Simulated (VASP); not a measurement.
Consider the following.

```xyz
4
Lattice="3.9635 0.0000 0.0000 0.0000 3.9635 0.0000 0.0000 0.0000 3.9635" Properties=species:S:1:pos:R:3 pbc="T T T"
Ti     0.0000     0.0000     0.0000
Pt     0.0000     1.9817     1.9817
Pt     1.9817     0.0000     1.9817
Pt     1.9817     1.9817     0.0000
```

Computed with revPBE GGA, VASP's PBE PAW potentials (set 64) (plane waves; VASP 6.6.1). Settings: 520 eV cut-off, 9×9×9 Γ-centred mesh, tetrahedra with Blöchl corrections, potentials Ti_sv Pt.

The cores are frozen, which limits the accuracy of field gradients.

Q: Give the principal components of the electric field gradient (V/Å²) and the asymmetry η at each nucleus.

A: 
| atom | Vxx | Vyy | Vzz | η |
|---|---|---|---|---|
| Ti1 | 0.0 | 0.0 | 0.0 | - |
| Pt2 | 32.6 | 32.6 | -65.3 | 0.00 |
| Pt3 | 32.6 | 32.6 | -65.3 | 0.00 |
| Pt4 | 32.6 | 32.6 | -65.3 | 0.00 |

The compound is Pt3Ti in the L1_2 structure. It was relaxed first.
